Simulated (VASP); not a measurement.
Calculation: PBEsol GGA, VASP's PBE PAW potentials (set 64) (plane waves; VASP).

A VASP calculation is set up with these files.

KPOINTS:
```
k-points along high-symmetry lines
8
Line-mode
Reciprocal
  0.000000   0.000000   0.000000 ! GAMMA
 -0.500000  -0.500000   0.000000 ! Y

 -0.500000  -0.500000   0.000000 ! Y
 -0.625000  -0.375000   0.000000 ! C_0

 -0.375000   0.375000   0.000000 ! SIGMA_0
  0.000000   0.000000   0.000000 ! GAMMA

  0.000000   0.000000   0.000000 ! GAMMA
  0.500000   0.500000   0.500000 ! Z

  0.500000   0.500000   0.500000 ! Z
  0.125000   0.875000   0.500000 ! A_0

 -0.125000   0.125000   0.500000 ! E_0
  0.000000   0.000000   0.500000 ! T

  0.000000   0.000000   0.500000 ! T
 -0.500000  -0.500000   0.000000 ! Y

  0.000000   0.000000   0.000000 ! GAMMA
 -0.500000   0.000000   0.000000 ! S

 -0.500000   0.000000   0.000000 ! S
  0.000000   0.500000   0.500000 ! R

  0.000000   0.500000   0.500000 ! R
  0.500000   0.500000   0.500000 ! Z

  0.500000   0.500000   0.500000 ! Z
  0.000000   0.000000   0.500000 ! T
```

**INCAR**
```
# general
SYSTEM =Cd3ZnS4
PREC   =Accurate
ENCUT  =400
LREAL  =.False.
LASPH  =.True.
ICHARG =11

# electronic loop
EDIFF  =1E-7
NELM   =100
ALGO   =Normal
LMAXMIX=4

# smearing
ISMEAR =0
SIGMA  =0.05

# functional
GGA    =PS

# output
LWAVE  =.False.
LCHARG =.False.
LORBIT =11
```

File POSCAR:
```
Cd3ZnS4
1
   -0.0070760631     5.7041985214     5.7145238715
    5.7041985214    -0.0070760631     5.7145238715
    2.8485612291     2.8485612291     0.0000000000
Zn S Cd
1 4 3
Direct
  0.0003957021   0.0003957021   0.9992085958
  0.1125681442   0.1125681442   0.2748637116
  0.1184497381   0.6451280847   0.2364221771
  0.6451280847   0.1184497381   0.2364221771
  0.6251704793   0.6251704793   0.2496590413
  0.0031583347   0.4970677511   0.9997739142
  0.4970677511   0.0031583347   0.9997739142
  0.4980617657   0.4980617657   0.0038764686
```

POTCAR, in this order: Zn S Cd (PBE.64 set). Program: vasp_std. Read from the step before: CHGCAR.

The resulting files:

**OSZICAR**
```
       N       E                     dE             d eps       ncg     rms          rms(c)
DAV:   1     0.510416763431E+03    0.51042E+03   -0.30272E+04  7568   0.137E+03
DAV:   2     0.194160117876E+02   -0.49100E+03   -0.47743E+03  8050   0.370E+02
DAV:   3    -0.257827019048E+02   -0.45199E+02   -0.44466E+02  8514   0.112E+02
DAV:   4    -0.270774329734E+02   -0.12947E+01   -0.12901E+01  8804   0.183E+01
DAV:   5    -0.270982525619E+02   -0.20820E-01   -0.20806E-01  8845   0.232E+00
DAV:   6    -0.270987915852E+02   -0.53902E-03   -0.53894E-03  8808   0.383E-01
DAV:   7    -0.270988112381E+02   -0.19653E-04   -0.19651E-04  8915   0.658E-02
DAV:   8    -0.270988119781E+02   -0.74002E-06   -0.74004E-06  8754   0.125E-02
DAV:   9    -0.270988120112E+02   -0.33048E-07   -0.32955E-07  6996   0.234E-03
   1 F= -.27098812E+02 E0= -.27098812E+02  d E =-.207506E-10
```

File OUTCAR:
```
 val. band max:        1.5297091994   @ k =   0.0000   0.0000   0.0000

 cond. band min:       2.6513954791   @ k =   0.0000   0.0000   0.0000



 k-point     1 :       0.0000    0.0000    0.0000
  band No.  band energies     occupation
      1     -11.1489      2.00000
      2     -10.5733      2.00000
      3     -10.5362      2.00000
      4     -10.3754      2.00000
      5      -6.2570      2.00000
      6      -6.2490      2.00000
      7      -6.2419      2.00000
      8      -6.1411      2.00000
      9      -6.0624      2.00000
     10      -6.0424      2.00000
     11      -6.0306      2.00000
     12      -5.8804      2.00000
     13      -5.7781      2.00000
     14      -5.7739      2.00000
     15      -5.7561      2.00000
     16      -5.7245      2.00000
     17      -5.6800      2.00000
     18      -5.6778      2.00000
     19      -5.3416      2.00000
     20      -4.6514      2.00000
     21      -4.4932      2.00000
     22      -4.4570      2.00000
     23      -4.4104      2.00000
     24      -4.3833      2.00000
     25      -3.4024      2.00000
     26      -3.1756      2.00000
     27      -2.6688      2.00000
     28      -0.5876      2.00000
     29      -0.5428      2.00000
     30       0.5883      2.00000
     31       0.6485      2.00000
     32       0.6587      2.00000
     33       0.8155      2.00000
     34       1.4779      2.00000
     35       1.4845      2.00000
     36       1.5297      2.00000
     37       2.6514      0.00000
     38       4.4031      0.00000
     39       4.4882      0.00000
     40       4.8515      0.00000
     41       5.6520      0.00000
     42       7.8231      0.00000
     43       7.8285      0.00000

 k-point     2 :      -0.0714   -0.0714    0.0000
  band No.  band energies     occupation
      1     -11.1404      2.00000
      2     -10.5738      2.00000
      3     -10.5368      2.00000
      4     -10.3839      2.00000
      5      -6.2537      2.00000
      6      -6.2473      2.00000
...
```

The density is held fixed in this step, so its total energy and stress have no physical meaning.

The structure was generated: Cd3ZnS4 was put into an ordered model structure (Amm2), which need not be its known phase. It was relaxed first.
